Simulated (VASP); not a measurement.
These are PBEsol GGA, VASP's PBE PAW potentials (set 64) (plane waves; VASP 6.6.1) values and carry that method's errors.

VASP input:

**INCAR**
```
SIGMA = 0.1   ! width (eV)
LASPH = .True.   ! aspherical one-centre terms
LREAL = .False.   ! projection in real space or not
EDIFFG = -0.02   ! ionic stop
LWAVE = .False.
LMAXMIX = 6   ! l cut-off of mixed one-centre charges
SYSTEM = Be5Au
EDIFF = 1E-6   ! SCF stop (eV)
ALGO = Normal   ! blocked Davidson
GGA = PS
ENCUT = 400   ! plane-wave cut-off (eV)
ISIF = 3
NSW = 60
LCHARG = .False.
NELM = 100   ! most electronic steps
PREC = Accurate
ISMEAR = 1   ! Methfessel-Paxton
IBRION = 2
```

### KPOINTS
```
Automatic
0
Gamma
  8 8 8
0 0 0
```

File POSCAR:
```
Be5Au
1
   -0.0000000000     3.0344276439     3.0344276439
    3.0344276439    -0.0000000000     3.0344276439
    3.0344276439     3.0344276439    -0.0000000000
Be Au
5 1
Direct
  0.2500000000   0.2500000000   0.2500000000
  0.6248911772   0.6248911772   0.6248911772
  0.1253264683   0.6248911772   0.6248911772
  0.6248911772   0.1253264683   0.6248911772
  0.6248911772   0.6248911772   0.1253264683
  0.0000000000   0.0000000000   1.0000000000
```

POTCAR, in this order: Be Au (PBE.64 set). Program: vasp_std.

Output

### OUTCAR
```
 ion  position               nearest neighbor table
   1  0.250  0.250  0.250-   6 2.63   6 2.63   6 2.63   6 2.63
   2  0.625  0.625  0.625-   3 2.14   4 2.14   5 2.14   3 2.15   4 2.15   5 2.15   6 2.52   6 2.52
                             6 2.52
   3  0.125  0.625  0.625-   2 2.14   4 2.14   5 2.14   4 2.15   5 2.15   2 2.15   6 2.52   6 2.52
                             6 2.52
   4  0.625  0.125  0.625-   2 2.14   3 2.14   5 2.14   3 2.15   5 2.15   2 2.15   6 2.52   6 2.52
                             6 2.52
   5  0.625  0.625  0.125-   2 2.14   3 2.14   4 2.14   4 2.15   3 2.15   2 2.15   6 2.52   6 2.52
                             6 2.52
   6  0.000  0.000  0.000-   4 2.52   5 2.52   3 2.52   5 2.52   3 2.52   4 2.52   2 2.52   2 2.52
                             2 2.52   3 2.52   4 2.52   5 2.52   1 2.63   1 2.63   1 2.63   1 2.63
  LATTYP: Found a face centered cubic cell.
 ALAT       =     6.0688552878
 Subroutine PRICEL returns:
 Original cell was already a primitive cell.
 Subroutine GETGRP returns: Found 24 space group operations
The static configuration has the point symmetry T_d .
The dynamic configuration has the point symmetry T_d .
 Subroutine INISYM returns: Found 24 space group operations
 Subroutine IBZKPT returns following result:
 Found     29 irreducible k-points:

 Following reciprocal coordinates:
            Coordinates               Weight
...
```

OSZICAR:
```
       N       E                     dE             d eps       ncg     rms          rms(c)
DAV:   1     0.522537423844E+02    0.52254E+02   -0.78698E+03   828   0.104E+03
DAV:   2    -0.270378326285E+02   -0.79292E+02   -0.77186E+02   962   0.216E+02
DAV:   3    -0.297355472190E+02   -0.26977E+01   -0.26758E+01  1130   0.446E+01
DAV:   4    -0.297587455989E+02   -0.23198E-01   -0.23189E-01   950   0.432E+00
DAV:   5    -0.297590992523E+02   -0.35365E-03   -0.35357E-03  1136   0.491E-01    0.159E+01
DAV:   6    -0.252976405112E+02    0.44615E+01   -0.46886E+01   848   0.654E+01    0.134E+01
DAV:   7    -0.246864669633E+02    0.61117E+00   -0.40711E+00   872   0.228E+01    0.341E+00
DAV:   8    -0.246430839623E+02    0.43383E-01   -0.34175E-01  1016   0.535E+00    0.879E-01
DAV:   9    -0.246291282806E+02    0.13956E-01   -0.25133E-02  1028   0.190E+00    0.336E-01
DAV:  10    -0.246280298843E+02    0.10984E-02   -0.21101E-03   986   0.402E-01    0.524E-02
DAV:  11    -0.246280126232E+02    0.17261E-04   -0.13845E-04  1022   0.797E-02    0.178E-02
DAV:  12    -0.246280126796E+02   -0.56325E-07   -0.56827E-06  1028   0.182E-02
   1 F= -.24628013E+02 E0= -.24627494E+02  d E =-.246280E+02
       N       E                     dE             d eps       ncg     rms          rms(c)
DAV:   1    -0.246300416264E+02   -0.20290E-02   -0.28864E-02   848   0.188E+00    0.289E-01
DAV:   2    -0.246281992303E+02    0.18424E-02   -0.88622E-03   854   0.120E+00    0.137E-01
DAV:   3    -0.246281675387E+02    0.31692E-04   -0.34279E-04   968   0.191E-01    0.795E-02
DAV:   4    -0.246281514214E+02    0.16117E-04   -0.12219E-04   950   0.873E-02    0.131E-02
DAV:   5    -0.246281462444E+02    0.51770E-05   -0.23861E-05   968   0.594E-02    0.636E-03
DAV:   6    -0.246281460519E+02    0.19245E-06   -0.14065E-06   496   0.108E-02
   2 F= -.24628146E+02 E0= -.24627627E+02  d E =-.133372E-03
```

File OUTCAR:
```
------------------------ aborting loop because EDIFF is reached ----------------------------------------
  FORCE on cell =-STRESS in cart. coord.  units (eV):
  Direction    XX          YY          ZZ          XY          YZ          ZX
  --------------------------------------------------------------------------------------
  Total       -0.0520294     -0.0520294     -0.0520294     -0.0000000      0.0000000     -0.0000000
  in kB       -1.4870888     -1.4870888     -1.4870888     -0.0000000      0.0000000     -0.0000000
  external PRESSURE =      -1.4870888 kB  Pullay stress =       0.0000000 kB
  volume of cell :       56.06
      direct lattice vectors                 reciprocal lattice vectors
    -0.000000000  3.037602117  3.037602117    -0.164603520  0.164603520  0.164603520
     3.037602117  0.000000000  3.037602117     0.164603520 -0.164603520  0.164603520
     3.037602117  3.037602117  0.000000000     0.164603520  0.164603520 -0.164603520
 POSITION                                       TOTAL-FORCE (eV/Angst)
 -----------------------------------------------------------------------------------
      1.51880      1.51880      1.51880        -0.000000     -0.000000     -0.000000
      3.79563      3.79563      3.79563         0.002304      0.002304      0.002304
      3.79563      2.27958      2.27958         0.002304     -0.002304     -0.002304
      2.27958      3.79563      2.27958        -0.002304      0.002304     -0.002304
      2.27958      2.27958      3.79563        -0.002304     -0.002304      0.002304
      6.07520      6.07520      6.07520        -0.000000     -0.000000     -0.000000
 -----------------------------------------------------------------------------------
    total drift:                               -0.000000     -0.000000      0.000000
  FREE ENERGIE OF THE ION-ELECTRON SYSTEM (eV)
  ---------------------------------------------------
  free  energy   TOTEN  =       -24.6281460519 eV

  energy  without entropy=      -24.6265893123  energy(sigma->0) =      -24.62762714

 reached required accuracy - stopping structural energy minimisation
```
(Selected blocks of OUTCAR.)

File CONTCAR:
```
Be5Au
   1.00000000000000
    -0.0000000000000000    3.0376021170183996    3.0376021170183996
     3.0376021170183996    0.0000000000000000    3.0376021170183996
     3.0376021170183996    3.0376021170183996    0.0000000000000000
  Be              Au
     5     1
Direct
     0.2500000000000000    0.2500000000000000    0.2500000000000000
     0.6247733795508760    0.6247733795508760    0.6247733795508760
     0.1256798612473703    0.6247733795508760    0.6247733795508760
     0.6247733795508760    0.1256798612473703    0.6247733795508760
     0.6247733795508760    0.6247733795508760    0.1256798612473703
     1.0000000000000000    1.0000000000000000    1.0000000000000000
```

The compound is Be5Au in the sg216 structure. This run relaxes it. Symmetry was kept, so distortions that lower it aren't found. The start is the result of an earlier pass. The electron count is odd and the run is not spin-polarised, which forces a metal.
